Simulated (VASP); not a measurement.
AlAs (zinc blende):

```yaml
crystal:
  lattice:
    - [0.00000, 2.83000, 2.83000]
    - [2.83000, 0.00000, 2.83000]
    - [2.83000, 2.83000, 0.00000]
  atoms:
    - { symbol: Al, position: [0.00000, 0.00000, 0.00000] }
    - { symbol: As, position: [0.25000, 0.25000, 0.25000] }
```

The lowest empty band near X, direction across the valley's axis, from mBJ (TB09) with spin-orbit coupling in VASP (PAW); its two spin partners are averaged. The gap over the points computed is 2.07 eV, and the next band on that side lies 0.68 eV away at the edge.

Numerical set-up: 400 eV cut-off, 9×9×9 Γ-centred mesh, Gaussian smearing of 0.050 eV, potentials Al As.

```json
[
 {"distance from the edge in k (1/Å)": "0.018", "distance in energy (meV)": "4.7"},
 {"distance from the edge in k (1/Å)": "0.025", "distance in energy (meV)": "9.0"},
 {"distance from the edge in k (1/Å)": "0.035", "distance in energy (meV)": "17.7"},
 {"distance from the edge in k (1/Å)": "0.050", "distance in energy (meV)": "36.1"},
 {"distance from the edge in k (1/Å)": "0.070", "distance in energy (meV)": "70.4"}
]
```

Task: Fit E(1 + αE) = ħ²k²/2m* (ħ²/2m0 = 3.810 eV Å²) and predict the row at 0.095 1/Å.

Result: The rows don't resolve α, so a parabola serves: the electron mass is m* = 0.265 m0, and so 129.8 meV. The run gave 128.6 meV, -1.2 meV from the fit.

Left out are points under 3 meV from the edge, since the levels carry 0.1 meV, and points farther than half the way to the next band.

The compound is AlAs in the zinc blende structure. The cell was not relaxed at this level.
